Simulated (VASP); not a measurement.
ScAl3:

```
Sc Al
1.0
     4.08781    0.00000    0.00000
     0.00000    4.08781    0.00000
     0.00000    0.00000    4.08781
Sc Al
1 3
Direct
  0.00000 0.00000 0.00000
  0.50000 0.00000 0.50000
  0.00000 0.50000 0.50000
  0.50000 0.50000 0.00000
```

The cell is a database's computed one.

* Program: VASP 6.6.1
* Task: relaxation of cell and atoms
* Functional: LDA
* Potentials or basis: VASP PAW LDA potentials, release 64 (Sc_sv, Al)
* Cutoff: 600 eV
* k mesh: 10 × 10 × 10
* Occupations: methfessel-paxton, width 0.1 eV
* Spin: no spin polarisation

At the start: pressure -3.6 GPa; volume 17.08 Å³/atom.

How do energy, volume and symmetry change on relaxing?

Over 3 steps the energy falls by 7.8 meV/atom and the volume is 16.40 Å³/atom (-3.9 %); space group Pm-3m (No. 221, to 0.05 Å).

The path:
```tsv
step	energy change (eV)	largest force (eV/Å)	pressure (GPa)	volume (Å³)
1	0.0000	0.0000	-3.59	68.31
2	-0.0262	0.0000	1.58	64.59
3	-0.0312	0.0000	0.00	65.62
```

Final structure:
```
Sc Al
1.0
     4.03345    0.00000    0.00000
     0.00000    4.03345    0.00000
     0.00000    0.00000    4.03345
Sc Al
1 3
Direct
  0.00000 0.00000 0.00000
  0.50000 0.00000 0.50000
  0.00000 0.50000 0.50000
  0.50000 0.50000 0.00000
```
